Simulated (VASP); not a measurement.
The input files of a VASP run:

INCAR:
```
ALGO = Normal
EDIFF = 1E-8
EDIFFG = -0.001
ENCUT = 400
IBRION = 1
ISIF = 2
ISMEAR = 1
LASPH = T
LCHARG = F
LMAXMIX = 4
LREAL = F
LWAVE = F
NELM = 100
NSW = 30
PREC = Accurate
SIGMA = 0.1
SYSTEM = CoGa
```

File KPOINTS:
```
kpoints
0
Gamma
 12 12 12
```

POSCAR:
```
CoGa
1
    2.8095444449     0.0000000000     0.0000000000
    0.0000000000     2.8095444449     0.0000000000
    0.0000000000     0.0000000000     2.8095444449
Ga Co
1 1
Direct
  0.5000000000   0.5000000000   0.5000000000
  0.0000000000   0.0000000000   0.0000000000
```

POTCAR, in this order: Ga_d Co (LDA.64 set). Program: vasp_std.

**Question.** Translate this LDA calculation to Ansatz.

**Answer.** One equivalent input (not run):
Ansatz 0.2 input:
```yaml
crystal:
  lattice:
    - [2.8095444, 0.0000000, 0.0000000]
    - [0.0000000, 2.8095444, 0.0000000]
    - [0.0000000, 0.0000000, 2.8095444]
  atoms:
    - { symbol: Ga, position: [0.5000000, 0.5000000, 0.5000000] }
    - { symbol: Co, position: [0.0000000, 0.0000000, 0.0000000] }
kpoints:
  mp_grid: { grid: [12, 12, 12] }
hamiltonian:
  xc: lda
  pseudopotentials: { kind: paw }
scf:
  occupations: { method: methfessel_paxton, width: 0.1 }
  max_iter: 100
relax:
  max_steps: 30
  f_tol: 0.001
output: { forces: true, stress: true, eigenvalues: true }
```
Limits of the translation: each code has its own PAW files, so the cut-off isn't converted (ENCUT is set for VASP's; basis.ecutwfc is left out, and Ansatz then takes the one that its files recommend); Ansatz stops its SCF on the density residual and VASP on the energy change (EDIFF); Ansatz's lda is the Perdew-Wang form, while the LDA potentials of VASP carry Perdew-Zunger's.

The compound is CoGa in the CsCl type structure. It was relaxed first, which changed the volume by -7 %. The start is the result of an earlier pass.
